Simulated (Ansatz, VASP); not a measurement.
## H3PtC3: VASP beside Ansatz

```
CELL_PARAMETERS angstrom
3.98905 0.00000 0.00000
0.00000 3.98905 0.00000
0.00000 0.00000 3.98905
ATOMIC_POSITIONS crystal
H 0.50000 0.00000 0.00000
H 0.00000 0.50000 0.00000
H 0.00000 0.00000 0.50000
Pt 0.50000 0.50000 0.50000
C 0.50000 0.50000 0.00000
C 0.00000 0.50000 0.50000
C 0.50000 0.00000 0.50000
```

Change from the starting cell: species swapped into the La3GaBr3 type (Pm-3m, No. 221).

Alike in both runs: task relaxation of cell and atoms; functional PBE; k mesh 10 × 10 × 10; occupations gaussian, width 0.1 eV; no spin polarisation.

|  | VASP | Ansatz |
| --- | --- | --- |
| version | VASP 6.6.1 | Ansatz 0.2.0 |
| potentials or method | VASP PAW PBE potentials, release 64 (H, Pt, C) | scalar-relativistic, plane waves, PAW |
| plane-wave cutoff (eV) | 600 | 420 |
| valence electrons in the cell | 25 | 33 |

|  | VASP | Ansatz | Ansatz less VASP |
| --- | --- | --- | --- |
| gap on the k mesh at the Fermi level, each at its own relaxed structure (eV) | none | none | - |
| relaxed volume (Å³/atom) | 9.10 | 9.11 | +0.008 |
| relaxed cell length with the largest relative difference (Å) | 3.994 | 3.995 | +0.0011 |

A gap of «none» marks a metal or a gap that the smearing closes. The two sets of potentials don't hold the same shells in valence.

Caveats: the bands computed are all filled at some k points, so no gap is given. Spin-orbit coupling is left out, which matters for the levels of Pt.
